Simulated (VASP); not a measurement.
A run of VASP 6.6.1:

INCAR

```
SYSTEM = MnSe
PREC = Accurate ; ENCUT = 520
EDIFF = 1E-7 ; ISMEAR = 0
SIGMA = 1.0 ; LREAL = .False.
LASPH = .True. ; NELM = 120
ALGO = Normal ; ISIF = 3
LWAVE = .False. ; LCHARG = .False.
ISPIN = 2 ; MAGMOM = 5 -5 0 0
LORBIT = 11 ; LMAXMIX = 4
GGA = PS ; IBRION = 2
NSW = 80 ; EDIFFG = -0.002
```

The input KPOINTS:

```
regular mesh
0
Gamma
  8 8 6
  0 0 0
```

POSCAR

```
MnSe
1.0
    0.0000000000      2.7200000000     -2.7200000000
    0.0000000000      2.7200000000      2.7200000000
    5.4400000000      0.0000000000      0.0000000000
Mn Se
2 2
Direct
    0.0000000000      0.0000000000      0.0000000000
    0.5000000000      0.5000000000      0.5000000000
    0.0000000000      1.0000000000      0.5000000000
    0.5000000000      1.5000000000      1.0000000000
```

Potentials or basis: VASP PAW PBE potentials, release 64 (Mn_pv, Se).

Run with:

```console
$ cat potpaw_PBE.64/Mn_pv/POTCAR potpaw_PBE.64/Se/POTCAR > POTCAR
$ mpirun -np 1 vasp_std > vasp.out
```

Hardware: 1 thread of Intel(R) Xeon(R) 6975P-C (Granite Rapids), with other jobs on the host.

How long does it take, and how much memory?

Wall time 9.7 min on 1 thread of Intel(R) Xeon(R) 6975P-C (Granite Rapids), on a shared host, peak memory 0.34 GiB. Counts: scf iterations 102, k points 60, ion steps 8.
